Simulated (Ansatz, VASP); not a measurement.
# One calculation of AlCd, two programs

```xyz
4
Lattice="4.8028 0.0000 0.0000 -2.4014 4.1593 0.0000 0.0000 0.0000 16.0000" Properties=species:S:1:pos:R:3 pbc="T T T"
Al    0.0000    0.0000    7.0568
Al    0.0000    0.0000    8.9432
Cd    0.0000    2.7729    8.0000
Cd    2.4014    1.3864    8.0000
```

Alike in both runs: task single point; functional PBE; k mesh 6 × 6 × 1; occupations gaussian, width 0.1 eV; no spin polarisation.

```csv
,VASP,Ansatz
version,VASP 6.6.1,Ansatz 0.2.0
potentials or method,"VASP PAW PBE potentials, release 64 (Al, Cd)","scalar-relativistic, plane waves, PAW"
plane-wave cutoff (eV),520,420
valence electrons in the cell,30,46
```

|  | VASP | Ansatz | Ansatz less VASP |
| --- | --- | --- | --- |
| gap on the k mesh at the Fermi level (eV) | none | none | - |
| rms of the force components (eV/Å) | 4.714 | 4.722 | +0.0083 |

Atom by atom the forces differ by 0.008 eV/Å (rms over components). A gap of «none» marks a metal or a gap that the smearing closes. The two sets of potentials don't hold the same shells in valence. Ansatz warned: «slab_cell_height_set».
